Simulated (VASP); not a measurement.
Calculation: revTPSS meta-GGA, VASP's PBE PAW potentials (set 64) (plane waves; VASP).

A VASP calculation is set up with these files.

### KPOINTS
```
Regular mesh
0
G
15 15 15
```

**INCAR**
```
ALGO = Normal
EDIFF = 1E-7
ENCUT = 520
ISIF = 2
ISMEAR = 1
LASPH = T
LCHARG = F
LMAXMIX = 4
LMIXTAU = T
LREAL = F
LWAVE = F
METAGGA = RTPSS
NELM = 100
PREC = Accurate
SIGMA = 0.1
SYSTEM = Ag
```

**POSCAR**
```
Ag
1
    0.0000000000     2.0269617629     2.0269617629
    2.0269617629     0.0000000000     2.0269617629
    2.0269617629     2.0269617629     0.0000000000
Ag
1
Direct
  0.0000000000   0.0000000000   0.0000000000
```

POTCAR, in this order: Ag (PBE.64 set). Program: vasp_std.

What does the run give for the energy per atom (σ→0), band gap (on the k-mesh)?

```
Property                                                    Result
------------------------  ----------------------------------------
energy per atom (σ→0)                               12.915 eV/atom
band gap (on the k-mesh)  none (metal, semimetal or under 0.01 eV)
```

**OSZICAR**
```
...
DAV:  10     0.129162376694E+02    0.22810E-03   -0.12589E-03  2332   0.360E-01    0.170E-01
DAV:  11     0.129152426821E+02   -0.99499E-03   -0.30891E-03  2285   0.637E-01    0.402E-02
DAV:  12     0.129152662568E+02    0.23575E-04   -0.10971E-04  2221   0.144E-01    0.397E-02
DAV:  13     0.129151587292E+02   -0.10753E-03   -0.16603E-04  2222   0.147E-01    0.420E-03
DAV:  14     0.129151577157E+02   -0.10136E-05   -0.29854E-06  2391   0.173E-02    0.304E-03
DAV:  15     0.129151576156E+02   -0.10007E-06   -0.20932E-07  2202   0.439E-03    0.778E-04
DAV:  16     0.129151576258E+02    0.10167E-07   -0.48350E-08  1648   0.279E-03
   1 F= 0.12915158E+02 E0= 0.12915248E+02  d E =-.271276E-03
```

The compound is Ag in the fcc structure. It was relaxed first.
